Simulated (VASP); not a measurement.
# Sb2Mo (Pnnm) in VASP: single point with PBEsol

Aim: the single point of Sb2Mo with PBEsol.

Everything below comes from runs of VASP 6.6.1. Logs are shortened: lines on timing, memory, paths and dates and some standing lists are left out, and cuts for length are marked.

### Step 1. Starting point

It takes space group Pnnm (No. 58, orthorhombic). The conventional cell has a = 6.043 Å, b = 6.891 Å, c = 3.280 Å, α = 90.00°, β = 90.00°, γ = 90.00°. Mo (site symmetry 2/m) is surrounded by 6 Sb at 2.72 Å. Sb (site symmetry m) has 3 Mo at 2.72 Å and 1 Sb at 2.84 Å as nearest neighbours.

The cell was built by a generator and needn't be a form met in nature.

### Step 2. Single point, PBEsol

INCAR

```
SYSTEM = Sb2Mo
ALGO = Fast
EDIFF = 1E-7
ENCUT = 520
GGA = PS
ISIF = 2
ISMEAR = -1
LASPH = .True.
LCHARG = .True.
LELF = .True.
LREAL = .False.
LVHAR = .True.
LWAVE = .False.
NBANDS = 33
NELM = 100
PREC = Accurate
SIGMA = 0.1
```

KPOINTS

```
k-points
0
Gamma
  6 5 10
  0 0 0
```

POSCAR

```
Sb2Mo
1.0
    6.0427542100      0.0000000000      0.0000000000
    0.0000000000      6.8911966200      0.0000000000
    0.0000000000      0.0000000000      3.2797790400
Mo Sb
2 4
Direct
    0.0000000000      0.0000000000      0.0000000000
    0.5000000000      0.5000000000      0.5000000000
    0.1764000000      0.3638000000      0.0000000000
    0.8236000000      0.6362000000      0.0000000000
    0.6764000000      0.1362000000      0.5000000000
    0.3236000000      0.8638000000      0.5000000000
```

Potentials or basis: VASP PAW PBE potentials, release 64 (Mo_sv, Sb).

Run with:

```bash
$ cat potpaw_PBE.64/Mo_sv/POTCAR potpaw_PBE.64/Sb/POTCAR > POTCAR
$ mpirun -np 1 vasp_std > vasp.out
```

OUTCAR:

```text
SYSTEM = Sb2Mo
   EDIFF = 1E-7
   ENCUT = 520
   GGA = PS
   ISIF = 2
   ISMEAR = -1
   LASPH = .True.
   LREAL = .False.
   NELM = 100
   PREC = Accurate

 ion  position               nearest neighbor table
   1  0.000  0.000  0.000-   5 2.72   6 2.72   5 2.72   6 2.72   3 2.72   4 2.72
   2  0.500  0.500  0.500-   3 2.72   4 2.72   3 2.72   4 2.72   5 2.72   6 2.72
   3  0.176  0.364  0.000-   2 2.72   2 2.72   1 2.72   4 2.84   5 3.78   5 3.78   5 3.78   5 3.78

   4  0.824  0.636  0.000-   2 2.72   2 2.72   1 2.72   3 2.84   6 3.78   6 3.78   6 3.78   6 3.78

   5  0.676  0.136  0.500-   1 2.72   1 2.72   2 2.72   6 2.84   3 3.78   3 3.78   3 3.78   3 3.78

   6  0.324  0.864  0.500-   1 2.72   1 2.72   2 2.72   5 2.84   4 3.78   4 3.78   4 3.78   4 3.78

  LATTYP: Found a simple orthorhombic cell.
 ALAT       =     3.2797790400
 B/A-ratio  =     1.8424272295
 C/A-ratio  =     2.1011161227

  Lattice vectors:

 A1 = (   0.0000000000,   0.0000000000,   3.2797790400)
 A2 = (   6.0427542100,   0.0000000000,   0.0000000000)
 A3 = (   0.0000000000,   6.8911966200,   0.0000000000)

Analysis of symmetry for initial positions (statically):
=====================================================================
 Subroutine PRICEL returns:
 Original cell was already a primitive cell.

 Routine SETGRP: Setting up the symmetry group for a
 simple orthorhombic supercell.

 Subroutine GETGRP returns: Found  8 space group operations
 (whereof  4 operations were pure point group operations)
 out of a pool of  8 trial point group operations.

The static configuration has the point symmetry C_2h.
 The point group associated with its full space group is D_2h.

Analysis of symmetry for dynamics (positions and initial velocities):
=====================================================================
 Subroutine PRICEL returns:
 Original cell was already a primitive cell.

 Routine SETGRP: Setting up the symmetry group for a
 simple orthorhombic supercell.

 Subroutine GETGRP returns: Found  8 space group operations
 (whereof  4 operations were pure point group operations)
 out of a pool of  8 trial point group operations.

The dynamic configuration has the point symmetry C_2h.
 The point group associated with its full space group is D_2h.

 Subroutine INISYM returns: Found  8 space group operations
 (whereof  4 operations are pure point group operations),
 and found     1 'primitive' translations

----------------------------------------------------------------------------------------

                                     Primitive cell

  volume of cell :     136.5759

  direct lattice vectors                    reciprocal lattice vectors
     6.042754210  0.000000000  0.000000000     0.165487452  0.000000000  0.000000000
     0.000000000  6.891196620  0.000000000     0.000000000  0.145112679  0.000000000
     0.000000000  0.000000000  3.279779040     0.000000000  0.000000000  0.304898589

  length of vectors
     6.042754210  6.891196620  3.279779040     0.165487452  0.145112679  0.304898589

  position of ions in fractional coordinates (direct lattice)
     0.000000000  0.000000000  0.000000000
     0.500000000  0.500000000  0.500000000
     0.176400000  0.363800000  0.000000000
     0.823600000  0.636200000  0.000000000
     0.676400000  0.136200000  0.500000000
     0.323600000  0.863800000  0.500000000

  ion indices of the primitive-cell ions
   primitive index   ion index
                 1           1
                 2           2
                 3           3
                 4           4
                 5           5
                 6           6

----------------------------------------------------------------------------------------

 KPOINTS: k-points

Automatic generation of k-mesh.
 Grid dimensions read from file:
 generate k-points for:    6    5   10

 Generating k-lattice:

  Cartesian coordinates                     Fractional coordinates (reciprocal lattice)
     0.027581242  0.000000000  0.000000000     0.166666667  0.000000000  0.000000000
     0.000000000  0.029022536  0.000000000     0.000000000  0.200000000  0.000000000
     0.000000000  0.000000000  0.030489859     0.000000000  0.000000000  0.100000000

  Length of vectors
     0.027581242  0.029022536  0.030489859

  Shift w.r.t. Gamma in fractional coordinates (k-lattice)
     0.000000000  0.000000000  0.000000000

 Subroutine IBZKPT returns following result:
 ===========================================

 Found     72 irreducible k-points:

 Following reciprocal coordinates:
            Coordinates               Weight
  0.000000  0.000000  0.000000      1.000000
  0.166667  0.000000  0.000000      2.000000
  0.333333  0.000000  0.000000      2.000000
  0.500000  0.000000  0.000000      1.000000
  0.000000  0.200000  0.000000      2.000000
  0.166667  0.200000  0.000000      4.000000
[... 16 lines left out ...]
  0.333333  0.400000  0.100000      8.000000
  0.500000  0.400000  0.100000      4.000000
 [... further k-points ...]
   k-points           NKPTS =     72   k-points in BZ     NKDIM =     72   number of bands    NBANDS=     33
   number of dos      NEDOS =    301   number of ions     NIONS =      6
   total plane-waves  NPLWV =  62208
   dimension x,y,z NGX =    48 NGY =   54 NGZ =   24
   dimension x,y,z NGXF=    96 NGYF=  108 NGZF=   48
   ions per type =               2   4
   NGX,Y,Z   is equivalent  to a cutoff of  13.21, 13.03, 12.17 a.u.
   NGXF,Y,Z  is equivalent  to a cutoff of  26.41, 26.05, 24.33 a.u.
 SYSTEM =  Sb2Mo
   PREC   = accura    normal or accurate (medium, high low for compatibility)
   ISTART =      0    job   : 0-new  1-cont  2-samecut
   ICHARG =      2    charge: 1-file 2-atom 10-const
   ISPIN  =      1    spin polarized calculation?
   LNONCOLLINEAR =      F non collinear calculations
   LSORBIT =      F    spin-orbit coupling
   LASPH  =      T    aspherical Exc in radial PAW
   ENCUT  =  520.0 eV  38.22 Ry    6.18 a.u.  11.24 12.81  6.10*2*pi/ulx,y,z
   NELM   =    100;   NELMIN=  2; NELMDL= -5     # of ELM steps
   EDIFF  = 0.1E-06   stopping-criterion for ELM
   LREAL  =      F    real-space projection
   EDIFFG = 0.1E-05   stopping-criterion for IOM
   NSW    =      0    number of steps for IOM
   IBRION =     -1    ionic relax: 0-MD 1-quasi-New 2-CG
   NFREE  =      0    steps in history (QN), initial steepest desc. (CG)
   ISIF   =      2    stress and relaxation
   ISYM   =      2    0-nonsym 1-usesym 2-fastsym
   POTIM  = 0.5000    time-step for ionic-motion
   TEBEG  =    0.0;   TEEND  =   0.0 temperature during run
   PSTRESS=    0.0 pullay stress
   NELECT =      48.0000    total number of electrons
   NUPDOWN=      -1.0000    fix difference up-down
   EMIN   =  10.00;   EMAX   =-10.00  energy-range for DOS
   EFERMI =   0.00;   METHOD = LEGACY
   ISMEAR =    -1;   SIGMA  =   0.10  broadening in eV -4-tet -1-fermi 0-gaus
   EFERMI_NEDOS =   21; number of points for ismear=-14 and -15
   IALGO  =     68    algorithm
   IMIX   =      4    mixing-type and parameters
     AMIX     =   0.40;   BMIX     =  1.00
     AMIX_MAG =   1.60;   BMIX_MAG =  1.00
  volume/ion in A,a.u.               =      22.76       153.61
  Fermi-wavevector in a.u.,A,eV,Ry     =   1.155306  2.183213 18.160144  1.334733
  Thomas-Fermi vector in A             =   2.291936
   LORBIT       =      0    0 simple, 1 ext, 2 COOP (PROOUT), +10 PAW based schemes
   GGA     = PS    functional components
   LHFCALC =     F    Hartree Fock is set to
   AEXX    =    0.0000 exact exchange contribution
   IVDW    =     0    specifies the selected vdW correction
   LEPSILON=     F    determine dielectric tensor
   LRPA    =     F    only Hartree local field effects (RPA)
 non-spin polarized calculation
 RMM-DIIS sequential band-by-band and
  energy-cutoff  :      520.00
  volume of cell :      136.58
 maximum number of plane-waves:      3704
 NGX is ok and might be reduce to    48
   NGX = 23   NGY = 25   NGZ = 13

 number of electron      47.9999999 magnetization

 Free energy of the ion-electron system (eV)
  ---------------------------------------------------
  ext. energy  EPLUGINS =         0.00000000
  ---------------------------------------------------
  free energy    TOTEN  =       -40.64564181 eV

  energy without entropy =      -40.45630622  energy(sigma->0) =      -40.55097402

 E-fermi :   8.7124     XC(G=0): -11.0584

 val. band max:        8.7093951160   @ k =   0.1667   0.2000   0.5000
 cond. band min:       8.7149134411   @ k =   0.1667   0.4000   0.0000
 fundamental gap:      0.0055183251
 Fermi energy:         8.7124402241

 k-point     1 :       0.0000    0.0000    0.0000
  band No.  band energies     occupation
      1     -51.5597      2.00000
      2     -51.5595      2.00000
      3     -25.8064      2.00000
      4     -25.8008      2.00000
      5     -25.6440      2.00000
      6     -25.6419      2.00000
[... 25 lines left out ...]
     32      13.9169      0.00000
     33      14.6780      0.00000

 k-point     2 :       0.1667    0.0000    0.0000
  band No.  band energies     occupation
      1     -51.5597      2.00000
      2     -51.5595      2.00000
      3     -25.8060      2.00000
      4     -25.8011      2.00000
      5     -25.6438      2.00000
      6     -25.6421      2.00000
[... 25 lines left out ...]
     32      14.2817      0.00000
     33      14.5536      0.00000

 k-point     3 :       0.3333    0.0000    0.0000
  band No.  band energies     occupation
      1     -51.5596      2.00000
      2     -51.5595      2.00000
      3     -25.8050      2.00000
      4     -25.8022      2.00000
      5     -25.6435      2.00000
      6     -25.6424      2.00000
[... 25 lines left out ...]
     32      14.0593      0.00000
     33      14.2417      0.00000

 k-point     4 :       0.5000    0.0000    0.0000
  band No.  band energies     occupation
      1     -51.5596      2.00000
      2     -51.5596      2.00000
      3     -25.8036      2.00000
      4     -25.8036      2.00000
      5     -25.6429      2.00000
      6     -25.6429      2.00000
[... 25 lines left out ...]
     32      13.3130      0.00000
     33      14.2839      0.00000

 k-point     5 :       0.0000    0.2000    0.0000
  band No.  band energies     occupation
      1     -51.5597      2.00000
      2     -51.5595      2.00000
      3     -25.8059      2.00000
      4     -25.8013      2.00000
      5     -25.6438      2.00000
      6     -25.6421      2.00000
[... 604 lines left out ...]
 k-point    22 :       0.1667    0.4000    0.1000
  band No.  band energies     occupation
      1     -51.5584      2.00000
      2     -51.5584      2.00000
      3     -25.8027      2.00000
      4     -25.8013      2.00000
      5     -25.6603      2.00000
      6     -25.6598      2.00000
[... 25 lines left out ...]
     32      13.2078      0.00000
     33      13.9297      0.00000

 k-point    23 :       0.3333    0.4000    0.1000
  band No.  band energies     occupation
      1     -51.5584      2.00000
      2     -51.5584      2.00000
      3     -25.8025      2.00000
      4     -25.8016      2.00000
      5     -25.6602      2.00000
      6     -25.6599      2.00000
[... 25 lines left out ...]
     32      13.4135      0.00000
     33      13.6363      0.00000

 k-point    24 :       0.5000    0.4000    0.1000
  band No.  band energies     occupation
      1     -51.5584      2.00000
      2     -51.5584      2.00000
      3     -25.8021      2.00000
      4     -25.8021      2.00000
      5     -25.6601      2.00000
      6     -25.6601      2.00000
[... 25 lines left out ...]
     32      12.9532      0.00000
     33      14.0024      0.00000

 [... further k-points ...]

------------------------ aborting loop because EDIFF is reached ----------------------------------------

  FORCE on cell =-STRESS in cart. coord.  units (eV):
  Direction    XX          YY          ZZ          XY          YZ          ZX
  --------------------------------------------------------------------------------------
  -------------------------------------------------------------------------------------
  Total        2.8686739      3.2610916     -3.5877269      0.0000000      0.0000000      0.0000000
  in kB       33.6525214     38.2559885    -42.0877596      0.0000000      0.0000000      0.0000000
  external PRESSURE =       9.9402501 kB  Pullay stress =       0.0000000 kB

 VOLUME and BASIS-vectors are now :
 -----------------------------------------------------------------------------
  energy-cutoff  :      520.00
  volume of cell :      136.58
      direct lattice vectors                 reciprocal lattice vectors
     6.042754210  0.000000000  0.000000000     0.165487452  0.000000000  0.000000000
     0.000000000  6.891196620  0.000000000     0.000000000  0.145112679  0.000000000
     0.000000000  0.000000000  3.279779040     0.000000000  0.000000000  0.304898589

 POSITION                                       TOTAL-FORCE (eV/Angst)
 -----------------------------------------------------------------------------------
      0.00000      0.00000      0.00000         0.000000      0.000000      0.000000
      3.02138      3.44560      1.63989         0.000000      0.000000      0.000000
      1.06594      2.50702      0.00000         0.792759     -0.329644      0.000000
      4.97681      4.38418      0.00000        -0.792759      0.329644      0.000000
      4.08732      0.93858      1.63989         0.792759      0.329644      0.000000
      1.95544      5.95262      1.63989        -0.792759     -0.329644      0.000000
 -----------------------------------------------------------------------------------
    total drift:                                0.000000     -0.000000     -0.000000

  FREE ENERGIE OF THE ION-ELECTRON SYSTEM (eV)
  ---------------------------------------------------
  free  energy   TOTEN  =       -40.6456418129 eV

  energy  without entropy=      -40.4563062232  energy(sigma->0) =      -40.55097402
```

It took 5.4 min on 1 thread of Intel Xeon Platinum 8488C (Sapphire Rapids), shared host; peak memory 0.42 GiB.

Results:

```yaml
Free_energy: -40.6456 eV
Pressure: 1.0 GPa
Largest_force: 0.859 eV/Å
Band_gap_on_the_k_mesh: none (metal or under the smearing width)
```

Forces in eV/Å, atoms in the order of the input:
```
Mo   0.000  0.000  0.000
Mo   0.000  0.000  0.000
Sb   0.793 -0.330  0.000
Sb  -0.793  0.330  0.000
Sb   0.793  0.330  0.000
Sb  -0.793 -0.330  0.000
```

Levels at points of the mesh, in eV from the Fermi level:
| k point | band 22 | band 23 | band 24 | band 25 | band 26 | band 27 |
| --- | --- | --- | --- | --- | --- | --- |
| (0.00, 0.00, 0.00) | -0.34 | -0.03 | 0.60 | 0.73 | 0.79 | 2.27 |
| (0.50, 0.00, 0.00) | -0.47 | -0.22 | -0.22 | 0.59 | 0.59 | 3.29 |
| (0.00, 0.00, 0.50) | -1.78 | -0.51 | -0.51 | 0.28 | 0.28 | 2.16 |
| (0.50, 0.00, 0.50) | -1.33 | -0.54 | -0.54 | 0.13 | 0.13 | 2.80 |

Caveat: the PAW data sets were made with another functional, which shifts forces and pressure a little. Spin-orbit coupling is left out, which matters for the levels of Sb.
